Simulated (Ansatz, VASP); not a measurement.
# Cross-check of Ba8Ti13O34 (glassy 38BaO-62TiO2 (mol %)) between VASP and Ansatz

One calculation is typed for both programs; each brings its own data sets and cutoff. How far apart do they land? The cell is taken from a series of runs on this material, whose earlier steps may have relaxed or scaled it; both programs get it as it stands.

Method: plane waves, with VASP 6.6.1 beside it; single point at PBE, in Ansatz 0.2.0.

## 1. Starting point

The cell holds 110 atoms: 16 Ba, 26 Ti and 68 O. Its edges and angles: a = 11.808 Å, b = 11.808 Å, c = 11.808 Å, α = 90.0°, β = 90.0°, γ = 90.0°. As first built, before any earlier steps moved the atoms: 110 atoms (16 Ba, 26 Ti, 68 O) placed at random at 4.67 g/cm^3, melted at 4000 K for 10 ps at fixed volume with the Morse and Coulomb pair potential with partial charges (Pedone, Malavasi, Menziani, Cormack and Segre, J. Phys. Chem. B 110, 11780 (2006)). Quenched from 4000 K to 300 K at 20 K/ps and fixed volume, held 10 ps at zero pressure, then minimised at fixed cell.

## 2. VASP: single point, PBE

With cell and atoms fixed, the geometry can't cause a difference; cores, projectors, grids and the points listed under the comparison can.

Lines of VASP's logs that name or quote its potential files are left out, and so is its time.

Contents of INCAR:

```
SYSTEM = Ba8Ti13O34
PREC = Accurate
ENCUT = 520
EDIFF = 1E-05
NELM = 100
ISMEAR = 0
SIGMA = 0.05
LREAL = Auto
ALGO = Fast
GGA = PE
NBANDS = 517
LASPH = .TRUE.
LORBIT = 11
LWAVE = .FALSE.
LCHARG = .FALSE.
ISIF = 2
```

Contents of POSCAR:

```
Ba8Ti13O34
1.0
   11.8079700000      0.0000000000      0.0000000000
    0.0000000000     11.8079700000      0.0000000000
    0.0000000000      0.0000000000     11.8079700000
Ba Ti O
16 26 68
Direct
    0.8258900000      0.3879800000      0.5896700000
    0.4770000000      0.2193600000      0.3696200000
    0.7265000000      0.9781700000      0.6075800000
    0.0083500000      0.2009400000      0.1556200000
    0.3183000000      0.7224200000      0.3271800000
    0.3317800000      0.3839200000      0.8926800000
    0.2775300000      0.8839300000      0.8649000000
    0.5355400000      0.0556300000      0.8577900000
    0.8370500000      0.6867200000      0.6760300000
    0.9419500000      0.8659600000      0.8744700000
    0.6413400000      0.4183600000      0.8709600000
    0.4838100000      0.7094300000      0.6555400000
    0.2710100000      0.1877000000      0.6646200000
    0.9335700000      0.8814900000      0.3548400000
    0.2365300000      0.4056300000      0.2511000000
    0.8465300000      0.4338300000      0.2151800000
    0.1473600000      0.8224900000      0.5751700000
    0.5500600000      0.5108300000      0.1652700000
    0.4038400000      0.9669200000      0.5488800000
    0.5609700000      0.4984500000      0.4483000000
    0.9966800000      0.3849600000      0.8918300000
    0.3331400000      0.6444500000      0.0087900000
    0.8202900000      0.1689900000      0.8588100000
    0.6107100000      0.8623200000      0.3687300000
    0.3281800000      0.1505600000      0.0652400000
    0.7479200000      0.6442400000      0.4049800000
    0.0431800000      0.5645800000      0.4543500000
    0.0635100000      0.6394000000      0.1519800000
    0.5813400000      0.2365600000      0.6236200000
    0.2975000000      0.4707100000      0.5384900000
[... 74 atom lines left out ...]
    0.6874500000      0.4973100000      0.3541000000
    0.8842500000      0.5884700000      0.4639500000
    0.6608400000      0.5895200000      0.5364500000
    0.1311200000      0.0441500000      0.0266200000
    0.2492400000      0.6089800000      0.8814400000
    0.4793400000      0.2938600000      0.7328200000
```

Contents of KPOINTS:

```
Automatic mesh
0
Gamma
1 1 1
0 0 0
```

Potentials, in the order of the species: Ba_sv, Ti_sv and O (PBE family, release 64).

Launch:

```console
export OMP_NUM_THREADS=5
mpirun -np 1 vasp_gam
```

Numbers of over 12 decimals in the logs are rounded to 6 here.

The program printed:

```text
[banner, memory and clock lines left out]
running    1 mpi-ranks, on    1 nodes
[...]
Offloading initialized ...    1 GPUs detected
[...]
LDA part: xc-table for (Slater+PW92), standard interpolation
 POSCAR, INCAR and KPOINTS ok, starting setup
[...]
entering main loop
       N       E                     dE             d eps       ncg     rms          rms(c)
DAV:   1     0.156763814674E+05    0.15676E+05   -0.48313E+05  1034   0.197E+03
DAV:   2     0.265307920582E+04   -0.13023E+05   -0.12436E+05  1050   0.593E+02
DAV:   3    -0.759308593047E+03   -0.34124E+04   -0.32610E+04  1250   0.264E+02
DAV:   4    -0.112257702573E+04   -0.36327E+03   -0.36224E+03  1452   0.972E+01
[...]
RMM:  19    -0.894272405445E+03   -0.15495E-03   -0.20087E-03  2010   0.524E-02    0.503E-02
RMM:  20    -0.894272481866E+03   -0.76421E-04   -0.10082E-03  1940   0.385E-02    0.668E-03
RMM:  21    -0.894272528508E+03   -0.46643E-04   -0.48561E-04  1775   0.248E-02    0.226E-02
WARNING in EDDRMM: call to ZHEGV failed, returncode =   8  4    117
RMM:  22    -0.894272546500E+03   -0.17991E-04   -0.25129E-04  1710   0.194E-02    0.725E-03
RMM:  23    -0.894272555655E+03   -0.91552E-05   -0.11953E-04  1238   0.144E-02    0.303E-03
WARNING in EDDRMM: call to ZHEGV failed, returncode =   6  3    242
RMM:  24    -0.894272561776E+03   -0.61208E-05   -0.80236E-05  1328   0.128E-02
   1 F= -.89427256E+03 E0= -.89427256E+03  d E =-.263341E-32
```

From OUTCAR (step 2):

```text
  FREE ENERGIE OF THE ION-ELECTRON SYSTEM (eV)
  ---------------------------------------------------
  free  energy   TOTEN  =      -894.2725617758 eV

  energy  without entropy=     -894.2725617758  energy(sigma->0) =     -894.27256178

[... 1 further part left out ...]
```

The run ends at a pressure of 3.72 GPa, with forces up to 2.5 eV/Å.

## 3. Ansatz: single point, PBE

Ansatz runs on its default PAW (the set named soft_2) files.

The same cell, functional, mesh and smearing now go to Ansatz, which takes its cutoff from its data sets.

Contents of input.yaml:

```yaml
crystal:
  lattice:
    - [11.80797, 0.0, 0.0]
    - [0.0, 11.80797, 0.0]
    - [0.0, 0.0, 11.80797]
  atoms:
    - { symbol: Ba, position: [0.82589, 0.38798, 0.58967] }
    - { symbol: Ba, position: [0.477, 0.21936, 0.36962] }
    - { symbol: Ba, position: [0.7265, 0.97817, 0.60758] }
    - { symbol: Ba, position: [0.00835, 0.20094, 0.15562] }
    - { symbol: Ba, position: [0.3183, 0.72242, 0.32718] }
    - { symbol: Ba, position: [0.33178, 0.38392, 0.89268] }
    - { symbol: Ba, position: [0.27753, 0.88393, 0.8649] }
    - { symbol: Ba, position: [0.53554, 0.05563, 0.85779] }
    - { symbol: Ba, position: [0.83705, 0.68672, 0.67603] }
    - { symbol: Ba, position: [0.94195, 0.86596, 0.87447] }
    - { symbol: Ba, position: [0.64134, 0.41836, 0.87096] }
    - { symbol: Ba, position: [0.48381, 0.70943, 0.65554] }
    - { symbol: Ba, position: [0.27101, 0.1877, 0.66462] }
    - { symbol: Ba, position: [0.93357, 0.88149, 0.35484] }
    - { symbol: Ba, position: [0.23653, 0.40563, 0.2511] }
    - { symbol: Ba, position: [0.84653, 0.43383, 0.21518] }
    - { symbol: Ti, position: [0.14736, 0.82249, 0.57517] }
    - { symbol: Ti, position: [0.55006, 0.51083, 0.16527] }
    - { symbol: Ti, position: [0.40384, 0.96692, 0.54888] }
    - { symbol: Ti, position: [0.56097, 0.49845, 0.4483] }
    - { symbol: Ti, position: [0.99668, 0.38496, 0.89183] }
    - { symbol: Ti, position: [0.33314, 0.64445, 0.00879] }
    - { symbol: Ti, position: [0.82029, 0.16899, 0.85881] }
    - { symbol: Ti, position: [0.61071, 0.86232, 0.36873] }
    - { symbol: Ti, position: [0.32818, 0.15056, 0.06524] }
    - { symbol: Ti, position: [0.74792, 0.64424, 0.40498] }
    - { symbol: Ti, position: [0.04318, 0.56458, 0.45435] }
    - { symbol: Ti, position: [0.06351, 0.6394, 0.15198] }
    - { symbol: Ti, position: [0.58134, 0.23656, 0.62362] }
    - { symbol: Ti, position: [0.2975, 0.47071, 0.53849] }
[... 74 atom lines left out ...]
    - { symbol: O, position: [0.68745, 0.49731, 0.3541] }
    - { symbol: O, position: [0.88425, 0.58847, 0.46395] }
    - { symbol: O, position: [0.66084, 0.58952, 0.53645] }
    - { symbol: O, position: [0.13112, 0.04415, 0.02662] }
    - { symbol: O, position: [0.24924, 0.60898, 0.88144] }
    - { symbol: O, position: [0.47934, 0.29386, 0.73282] }
kpoints:
  mp_grid: { grid: [1, 1, 1] }
hamiltonian:
  xc: pbe
scf:
  occupations: { method: gaussian, width: 0.05 }
output:
  forces: true
  stress: true
  populations: intrinsic
  dos:
    method: { smearing: { sigma: 0.08 } }
    de: 0.1
    projected: { site_lists: { Ba: [Ba], O: [O], Ti: [Ti] } }
  eigenvalues: true
  write_density: true
  write_potential: true
  volumetric_format: npy
```

Launch:

```console
ansatz run input.yaml --threads 4 --pin off --max-ram 8192MiB --backend cpu --events-out ev --progress --plain --runs-dir out
```

The program printed:

```text
Engine: ansatz 0.2.0, x86_64-unknown-linux-gnu
Pseudopotentials: kind: paw
Pseudopotential: Ba, paw, valence charge 10, recommended cutoff 420 eV (normal), Ba.paw.azcp
Pseudopotential: Ti, paw, valence charge 12, recommended cutoff 420 eV (normal), Ti.paw.azcp
Pseudopotential: O, paw, valence charge 6, recommended cutoff 420 eV (normal), O.paw.azcp
Functional definition: PBE
  parameter kappa = 0.804
  parameter beta = 0.066725
  exchange = pbe_x(kappa = kappa, mu = beta*pi^2/3)
  correlation = pbe_c(beta = beta)
Crystal: 110 atoms, lattice volume = 1646.363 Å³
Basis set: ecut = 420 eV, 32231 PW (Γ), exchange–correlation on 160×160×160 points (8 copies of the dense FFT grid, shifted against one another)
Bands: 550, of which v1, the nominal top of the filled ones, is band 440 counted from 1 (439 counted from 0)
Symmetry: 1 space group operations
Space group: P1 (ITA 1), of the structure as read, at distance tolerance 1.2e-4 Å
k-points: 1
Non-local potential: Ba, projectors of the file, l = 0: 3, l = 1: 2, l = 2: 2, l = 3: 2
Non-local potential: Ti, projectors of the file, l = 0: 3, l = 1: 2, l = 2: 3, l = 3: 1
Non-local potential: O, projectors of the file, l = 0: 2, l = 1: 2, l = 2: 1
PAW form: soft (Blöchl's): semilocal exchange-correlation on the pseudo side does not see the compensation charge
PAW one-centre angular grid: Ba, 194 points (default); XC on 64 Gauss nodes
PAW one-centre angular grid: Ti, 590 points (default); XC on 64 Gauss nodes
PAW one-centre angular grid: O, 110 points (default); XC on 64 Gauss nodes
Initial density: superposition of atomic densities (neutral atoms: chi_scale 0, normalization atom), corrected by the library's trained network
Initial wavefunctions: pseudopotential atomic-orbital guess
Functional: x = pbe(κ = 0.804, μ = 0.219515), c = pbe(β = 0.066725)
SCF iter   1: F=—  HF=-198925.342950 eV  |F-HF|=—  |Δ(HF+E_count)|=         —  Δρ=3.74e-3  dr2=2.08e-1  ethr=1.77e-3  ⟨swp⟩=6.0  Hψ=2397  notcnv=0  defer=37
preconditioner: auto → Resta (q_TF=auto, 2.458 Å⁻¹)  ε∞=5.6  [insulator: Δε(μ)=2.386 eV  Ē_g=10.740 eV  σ=0.050 eV  W_gap=1.00  n_scr=436 (ndim 8)  ℏωp=23.2 eV  f_vac=0.057  D(μ)=0.00/eV (n_scr^D=0)  ε∞_Penn≈5.6]
SCF iter   2: F=—  HF=-198925.335101 eV  |F-HF|=—  |Δ(HF+E_count)|=   7.85e-3  Δρ=2.10e-3  dr2=4.85e-2  ethr=2.36e-5  ⟨swp⟩=2.0  Hψ=901  notcnv=0  defer=103
SCF iter   3: F=—  HF=-198925.334887 eV  |F-HF|=—  |Δ(HF+E_count)|=   2.13e-4  Δρ=1.01e-3  dr2=1.55e-2  ethr=5.51e-6  ⟨swp⟩=2.0  Hψ=892  notcnv=0  defer=103
SCF iter   4: F=—  HF=-198925.336966 eV  |F-HF|=—  |Δ(HF+E_count)|=   2.08e-3  Δρ=4.64e-4  dr2=4.47e-3  ethr=1.76e-6  ⟨swp⟩=2.0  Hψ=808  notcnv=0  defer=103
SCF iter   5: F=—  HF=-198925.337076 eV  |F-HF|=—  |Δ(HF+E_count)|=   1.10e-4  Δρ=1.51e-4  dr2=5.50e-4  ethr=5.08e-7  ⟨swp⟩=2.0  Hψ=650  notcnv=0  defer=103
SCF iter   6: F=—  HF=-198925.337095 eV  |F-HF|=—  |Δ(HF+E_count)|=   1.89e-5  Δρ=8.96e-5  dr2=1.54e-4  ethr=6.25e-8  ⟨swp⟩=2.0  Hψ=708  notcnv=0  defer=103
SCF iter   7: F=—  HF=-198925.337097 eV  |F-HF|=—  |Δ(HF+E_count)|=   2.40e-6  Δρ=4.28e-5  dr2=3.38e-5  ethr=1.75e-8  ⟨swp⟩=2.0  Hψ=724  notcnv=0  defer=103
SCF iter   8: F=—  HF=-198925.337378 eV  |F-HF|=—  |Δ(HF+E_count)|=   2.81e-4  Δρ=2.07e-5  dr2=7.95e-6  ethr=3.84e-9  ⟨swp⟩=3.0  Hψ=991  notcnv=0  defer=96
SCF iter   9: F=—  HF=-198925.337381 eV  |F-HF|=—  |Δ(HF+E_count)|=   2.87e-6  Δρ=9.66e-6  dr2=1.90e-6  ethr=9.03e-10  ⟨swp⟩=2.0  Hψ=855  notcnv=0  defer=96
SCF iter  10: F=—  HF=-198925.337382 eV  |F-HF|=—  |Δ(HF+E_count)|=   9.46e-7  Δρ=5.03e-6  dr2=5.40e-7  ethr=2.16e-10  ⟨swp⟩=2.0  Hψ=879  notcnv=0  defer=96
SCF iter  11: F=—  HF=-198925.337382 eV  |F-HF|=—  |Δ(HF+E_count)|=   2.67e-7  Δρ=3.22e-6  dr2=2.00e-7  ethr=6.13e-11  ⟨swp⟩=2.0  Hψ=839  notcnv=0  defer=96
SCF iter  12: F=-198925.337382 eV  HF=-198925.337382 eV  |F-HF|=1.23e-8  |Δ(HF+E_count)|=   3.14e-8  Δρ=1.15e-6  dr2=2.82e-8  ethr=1.14e-11  ⟨swp⟩=16.0  Hψ=4408  notcnv=0
SCF 1 converged in 12 iterations: F = -198925.337382 eV  dr2 = 2.82e-8
  greatest PAW one-centre occupation: 0.999 electrons in one spin orbital (limit 2), on the Ti atom at site 25 (counted from 0), in its partial waves of l = 0
SCF converged after 12 iterations
Free energy (F): -198925.337382 eV
Harris-Foulkes:  -198925.337382 eV  (|F-HF|=1.23e-8)
Internal energy: -198925.337382 eV  (E = F + TS)
E sigma→0 (E₀):  -198925.337382 eV
Fermi energy:    8.841774 eV
--- Per-component energies (eV) ---
  E_band       = -6404.586404
  E_kinetic    = 21747.589699
  E_local      = -68309.214973  (includes V_loc(G=0)·N_el)
  E_nonlocal   = 4258.365498
  E_hartree    = 27536.801688
  E_xc         = -10300.523173
  E_vxc        = -11819.014663  (∫ρ·V_xc dr)
  E_paw        = -121543.353805  (= ΣΔE_a)
  E_vpaw       = -7356.080764  (= ΣTr[D̂ρ^β])
  E_aug_tail   = 0.168363  (compensation charges beyond the density's cutoff)
  E_ewald      = -52315.170680
[...]
atom  99  O     -0.64999137    -0.00495221    -0.21943748
  atom 100  O     -1.79508378     0.08558592    -0.89339676
  atom 101  O      0.81143823     0.25708126    -0.22147765
  atom 102  O      0.19143557    -0.33658653     1.63618262
  atom 103  O      0.85196070    -0.23278366    -0.53033650
  atom 104  O      0.33966068     0.93489795    -0.37513085
  atom 105  O      0.86785207    -0.56361446    -1.31581555
  atom 106  O      0.29999753    -0.28333054     0.86997412
  atom 107  O     -0.43804989     0.01681271     1.69763151
  atom 108  O      0.24034007     0.62208207     0.16097911
  atom 109  O     -0.06960576    -0.21113157    -0.24304203
  atom 110  O     -0.45568613     0.21071668     0.54286893
  max |Σ_I F_I| component: 1.01e-4 eV/Å
--- Stress (GPa, compression-positive) ---
        2.772176      -0.812449      -0.706202
       -0.812449       2.796272       0.989570
       -0.706202       0.989570       2.721139
  P = ⅓ Tr σ = 2.7632 GPa (27.632 kbar)
--- Band table (eV) ---
  k-point 0: bands = [... 436 lower, 7.4642, 7.5401, 7.5779, 7.6451, 10.0384, 10.1177, 10.1535, 10.1925, ... 106 higher]
--- intrinsic populations: 110 sites ---
  site symbol       q [e]
     0     Ba      8.2144
     1     Ba      8.2148
     2     Ba      8.2394
     3     Ba      8.2271
     4     Ba      8.2293
     5     Ba      8.2337
     6     Ba      8.2288
     7     Ba      8.2394
     8     Ba      8.2279
     9     Ba      8.2197
    10     Ba      8.2208
    11     Ba      8.2243
    12     Ba      8.2315
    13     Ba      8.2337
    14     Ba      8.2294
    15     Ba      8.2204
    16     Ti     10.7896
    17     Ti     10.7668
    18     Ti     10.8124
    19     Ti     10.7760
    20     Ti     10.7810
    21     Ti     10.7819
    22     Ti     10.7302
    23     Ti     10.7444
[...]
102      O      6.9502
   103      O      6.8092
   104      O      6.8981
   105      O      6.8842
   106      O      6.9608
   107      O      6.8817
   108      O      6.8254
   109      O      7.1703
  spilling = 0.000000 (of n_electrons = 880.000000)
```

## 4. Differences

Known differences besides the PAW data sets themselves: the cutoff is 420 eV in Ansatz and 520 eV in VASP (PREC = Accurate, projectors in real space). Total energies have different zeros and are not compared.

The two programs side by side:

| quantity | Ansatz | VASP | difference |
| --- | --- | --- | --- |
| pressure (GPa) | 2.76 | 3.72 | -0.95 |
| gap on the k mesh (eV) | 2.393 | 2.372 | +0.022 |

Forces on 10 of the 110 atoms, picked by the larger force of the two programs (eV/Å; atoms numbered as in POSCAR):

| atom | Ansatz x, y, z | VASP x, y, z |
| --- | --- | --- |
| Ti24 | -0.080, -1.895, -0.905 | -0.068, -1.892, -0.939 |
| Ti26 | -1.528, 0.432, -1.217 | -1.554, 0.407, -1.223 |
| Ti32 | -0.595, -0.422, -1.829 | -0.586, -0.414, -1.826 |
| Ti36 | 0.403, -2.183, -0.562 | 0.410, -2.200, -0.554 |
| Ti38 | -1.063, -0.431, -2.292 | -1.022, -0.426, -2.278 |
| O43 | -0.217, 1.915, 0.451 | -0.236, 1.892, 0.410 |
| O60 | 1.697, 0.379, -0.614 | 1.703, 0.382, -0.653 |
| O65 | 0.003, -0.099, 1.891 | -0.004, -0.100, 1.923 |
| O91 | -0.142, -0.294, 2.425 | -0.144, -0.294, 2.473 |
| O100 | -1.795, 0.086, -0.893 | -1.831, 0.068, -0.886 |

The forces differ by 32 meV/Å r.m.s., which is 4.6 % of the r.m.s. force of 0.69 eV/Å (both taken over all components).

## 5. Summary of results

- r.m.s. force difference (single point, PBE): 4.6 % of the r.m.s. force
- difference in pressure (single point, PBE): -0.95 GPa

In words: The r.m.s. force difference is 4.6 % of the r.m.s. force (single point, PBE), beyond the 3 % picked in this series as the mark of a large difference. No further run was made for the single point, PBE pair, so its cause stays open. How closely two codes agree says nothing of how well the functional describes the real material.

[Lines on the potential files, build, host, timing and source positions are cut from VASP's logs without a mark.]

[Logs are printed without paths, hosts, clocks, repeated set-up lines and the standing remarks that a program may print on its own settings, such as how far it seeks lower states.]

[Hosts, paths, dates, database ids (printed as entryN), source tags and the programs' standing remarks are cut or masked in the printed files.]
